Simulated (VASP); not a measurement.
Computed with PBEsol GGA, VASP's PBE PAW potentials (set 64) (plane waves; VASP).

A VASP calculation is set up with these files.

**KPOINTS**
```
Automatic mesh
0
Gamma
5 5 5
0 0 0
```

**INCAR**
```
# general
SYSTEM  = Bi2Te3
PREC    = Accurate
ENCUT   = 400
LREAL   = F
LASPH   = T

# electronic loop
EDIFF   = 1E-6
NELM    = 100
ALGO    = Normal
LMAXMIX = 4

# smearing
ISMEAR  = 0
SIGMA   = 0.05

# functional
GGA     = PS

# ions
IBRION  = 2
NSW     = 60
ISIF    = 3
EDIFFG  = -0.02

# output
LWAVE   = F
LCHARG  = F
```

**POSCAR**
```
Bi2Te3
1
   10.1736504116    -2.1885752248    -0.0076347184
   10.1736504116     2.1885752248    -0.0076347184
    9.7056620792     0.0000000000     3.7540903766
Bi Te
2 3
Direct
  0.3997074592   0.3997074592   0.3997074592
  0.6002925408   0.6002925408   0.6002925408
  1.0000000000   1.0000000000   0.0000000000
  0.2099964239   0.2099964239   0.2099964239
  0.7900035761   0.7900035761   0.7900035761
```

POTCAR, in this order: Bi_d Te (PBE.64 set). Program: vasp_std.

Output

### OSZICAR
```
       N       E                     dE             d eps       ncg     rms          rms(c)
DAV:   1     0.392375688990E+03    0.39238E+03   -0.19206E+04  1072   0.137E+03
DAV:   2     0.189170903496E+02   -0.37346E+03   -0.36518E+03  1208   0.370E+02
DAV:   3    -0.190286946631E+02   -0.37946E+02   -0.36439E+02  1344   0.134E+02
DAV:   4    -0.204961785978E+02   -0.14675E+01   -0.14555E+01  1260   0.285E+01
DAV:   5    -0.205626062157E+02   -0.66428E-01   -0.66262E-01  1500   0.568E+00    0.808E+00
DAV:   6    -0.202985329581E+02    0.26407E+00   -0.62473E-01  1204   0.511E+00    0.607E+00
DAV:   7    -0.202999014200E+02   -0.13685E-02   -0.29691E-01  1440   0.251E+00    0.983E-01
DAV:   8    -0.202974285776E+02    0.24728E-02   -0.31689E-02  1224   0.115E+00    0.599E-01
DAV:   9    -0.202968684695E+02    0.56011E-03   -0.77802E-03  1328   0.476E-01    0.320E-01
DAV:  10    -0.202969971264E+02   -0.12866E-03   -0.95268E-04  1236   0.184E-01    0.108E-01
DAV:  11    -0.202970057593E+02   -0.86329E-05   -0.12801E-04  1224   0.785E-02    0.329E-02
DAV:  12    -0.202970105743E+02   -0.48150E-05   -0.50793E-05  1372   0.302E-02    0.284E-02
DAV:  13    -0.202970090803E+02    0.14940E-05   -0.43180E-06  1148   0.122E-02    0.795E-03
DAV:  14    -0.202970085660E+02    0.51425E-06   -0.26829E-06  1008   0.875E-03
   1 F= -.20297009E+02 E0= -.20297006E+02  d E =-.202970E+02
       N       E                     dE             d eps       ncg     rms          rms(c)
DAV:   1    -0.203012201526E+02   -0.42111E-02   -0.13381E-01  1324   0.421E+00    0.367E-01
DAV:   2    -0.202978710223E+02    0.33491E-02   -0.77687E-03  1340   0.105E+00    0.153E-01
DAV:   3    -0.202971175526E+02    0.75347E-03   -0.24526E-03  1344   0.545E-01    0.283E-02
DAV:   4    -0.202970999231E+02    0.17629E-04   -0.14770E-04  1636   0.106E-01    0.248E-02
DAV:   5    -0.202970969568E+02    0.29663E-05   -0.87669E-06  1208   0.239E-02    0.164E-02
DAV:   6    -0.202970949167E+02    0.20402E-05   -0.19614E-06   680   0.121E-02    0.467E-03
DAV:   7    -0.202970944313E+02    0.48534E-06   -0.86987E-07   652   0.102E-02
   2 F= -.20297094E+02 E0= -.20297092E+02  d E =-.858653E-04
```

OUTCAR:
```
------------------------ aborting loop because EDIFF is reached ----------------------------------------
  FORCE on cell =-STRESS in cart. coord.  units (eV):
  Direction    XX          YY          ZZ          XY          YZ          ZX
  --------------------------------------------------------------------------------------
  Total       -0.0875215     -0.0953790     -0.0952574      0.0000000      0.0000000      0.0009776
  in kB       -0.8344278     -0.9093415     -0.9081823      0.0000000      0.0000000      0.0093200
  external PRESSURE =      -0.8839839 kB  Pullay stress =       0.0000000 kB
  volume of cell :      168.05
      direct lattice vectors                 reciprocal lattice vectors
    10.187722781 -2.190638209 -0.007084255     0.048990579 -0.228243988 -0.126697753
    10.187722781  2.190638209 -0.007084255     0.048990579  0.228243988 -0.126697753
     9.719293314  0.000000000  3.758186699     0.000184696  0.000000000  0.265608114
 POSITION                                       TOTAL-FORCE (eV/Angst)
 -----------------------------------------------------------------------------------
     12.02833      0.00000      1.49642         0.005888      0.000000      0.000733
     18.06640      0.00000      2.24760        -0.005888     -0.000000     -0.000733
      9.71929      0.00000      3.75819         0.000000     -0.000000     -0.000000
      6.31833      0.00000      0.78605         0.003617      0.000000      0.000450
     23.77641      0.00000      2.95797        -0.003617     -0.000000     -0.000450
 -----------------------------------------------------------------------------------
    total drift:                                0.000000      0.000000     -0.000000
  FREE ENERGIE OF THE ION-ELECTRON SYSTEM (eV)
  ---------------------------------------------------
  free  energy   TOTEN  =       -20.2970944313 eV

  energy  without entropy=      -20.2970902314  energy(sigma->0) =      -20.29709233

 reached required accuracy - stopping structural energy minimisation
```
(Selected blocks of OUTCAR.)

File CONTCAR:
```
Bi2Te3
   1.00000000000000
    10.1877227805054300   -2.1906382085489224   -0.0070842551116830
    10.1877227805054300    2.1906382085489224   -0.0070842551116830
     9.7192933142869133    0.0000000000000000    3.7581866991725037
  Bi              Te
     2     3
Direct
     0.3996822863361983    0.3996822863361983    0.3996822863361983
     0.6003177136638017    0.6003177136638017    0.6003177136638017
     0.0000000000000000    0.0000000000000000    1.0000000000000000
     0.2099478986392948    0.2099478986392948    0.2099478986392948
     0.7900521013607053    0.7900521013607053    0.7900521013607053
```

OUTCAR:
```
 val. band max:        6.1464341713   @ k =   0.0000   0.0000   0.0000

 cond. band min:       6.3627019607   @ k =   0.0000   0.0000   0.0000


 Fermi energy:         6.2545680800

 k-point     1 :       0.0000    0.0000    0.0000
  band No.  band energies     occupation
      1     -16.9628      2.00000
      2     -16.9628      2.00000
      3     -16.9612      2.00000
      4     -16.9612      2.00000
      5     -16.9505      2.00000
      6     -16.9490      2.00000
      7     -16.9477      2.00000
      8     -16.9477      2.00000
      9     -16.9459      2.00000
     10     -16.9459      2.00000
     11      -7.2701      2.00000
     12      -6.5297      2.00000
     13      -5.2897      2.00000
     14      -2.7714      2.00000
     15      -2.2788      2.00000
     16       3.8171      2.00000
     17       4.0795      2.00000
     18       4.3758      2.00000
     19       4.3758      2.00000
     20       4.4315      2.00000
     21       4.4315      2.00000
     22       5.2683      2.00000
     23       5.2683      2.00000
     24       6.1464      1.99778
     25       6.3627      0.00222
     26       6.7765      0.00000
     27       6.7765      0.00000
     28       8.0680      0.00000

 k-point     2 :       0.2000   -0.0000   -0.0000
  band No.  band energies     occupation
      1     -16.9661      2.00000
      2     -16.9639      2.00000
      3     -16.9592      2.00000
      4     -16.9576      2.00000
      5     -16.9504      2.00000
      6     -16.9483      2.00000
      7     -16.9471      2.00000
      8     -16.9470      2.00000
      9     -16.9454      2.00000
     10     -16.9450      2.00000
     11      -6.9183      2.00000
     12      -6.2371      2.00000
     13      -5.0478      2.00000
     14      -3.1197      2.00000
     15      -2.5941      2.00000
     16       2.5975      2.00000
     17       2.6944      2.00000
     18       3.2518      2.00000
     19       3.5418      2.00000
     20       4.1618      2.00000
...
```

Without a dispersion term in the relaxation, distances and binding between the weakly bound layers, chains or molecules are unreliable, and so is what depends on them. Unless said otherwise, spin-orbit coupling is left out, though it shifts the bands of the heavy elements here.

The compound is Bi2Te3 in the tetradymite structure. This run relaxes it. Symmetry was kept, so distortions that lower it aren't found. The start is the result of an earlier pass.
